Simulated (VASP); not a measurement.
# Y (relaxed from the fcc structure, space group Fm-3m): computed properties

These are PBEsol GGA, VASP's PBE PAW potentials (set 64) (plane waves; VASP) values and carry that method's errors.

```
Property                                                               Value
----------------------------------  ----------------------------------------
space group                                                      Fm-3m (225)
cell                                a = b = c = 4.9666 Å, α = β = γ = 90.00°
volume per atom                                                30.63 Å³/atom
band gap (over mesh and band path)  none (metal, semimetal or under 0.01 eV)
density                                                           4.82 g/cm³
```

Space group Fm-3m (No. 225); a = b = c = 4.9666 Å, α = β = γ = 90.00°

```
atom  site  symmetry       x       y       z
----  ----  --------  ------  ------  ------
Y       4a      m-3m  0.0000  0.0000  0.0000
```
(The calculation used a cell of 1 atom; values per cell refer to that cell.)

The structure was generated: Y was put into the fcc type (Fm-3m), which need not be its known phase. It was relaxed first, which changed the volume by -7 %. Symmetry was kept, so distortions that lower it aren't found.
